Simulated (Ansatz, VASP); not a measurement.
**One calculation of TaSF, two programs**

```xyz
6
Lattice="3.8734 0.0000 0.0000 0.0000 4.1276 0.0000 0.0000 0.0000 6.3927" Properties=species:S:1:pos:R:3 pbc="T T T"
Ta    1.9367    0.0000    4.5825
Ta    1.9367    0.0000    1.8102
S     0.0000    0.0000    0.0000
S     0.0000    0.0000    3.1963
F     1.9367    2.0638    4.8163
F     1.9367    2.0638    1.5764
```

Change from the starting cell: the structure that the rattled cell fell into.

Alike in both runs: task single point; functional PBE; k mesh 4 × 4 × 4; occupations gaussian, width 0.1 eV; no spin polarisation.

```csv
,VASP,Ansatz
version,VASP 6.6.1,Ansatz 0.2.0
potentials or method,"VASP PAW PBE potentials, release 64 (Ta_pv, S, F)","scalar-relativistic, plane waves, PAW"
plane-wave cutoff (eV),520,420
valence electrons in the cell,48,52
```

Ansatz gave:

* gap on the k mesh at the Fermi level (eV): none
* pressure (GPa): 0.1
* largest component of the traceless stress (GPa): 0.37
* rms of the force components (eV/Å): 0.036

Task: What did VASP give for the same quantities?

Result: gap on the k mesh at the Fermi level (eV): none; pressure (GPa): 0.1; largest component of the traceless stress (GPa): 0.50; rms of the force components (eV/Å): 0.034.

Atom by atom the forces differ by 0.002 eV/Å (rms over components). A gap of «none» marks a metal or a gap that the smearing closes. The two sets of potentials don't hold the same shells in valence.

Caveats: the k mesh is coarse (spacing up to 0.41 Å⁻¹), so the values aren't converged. Spin-orbit coupling is left out, which matters for the levels of Ta.
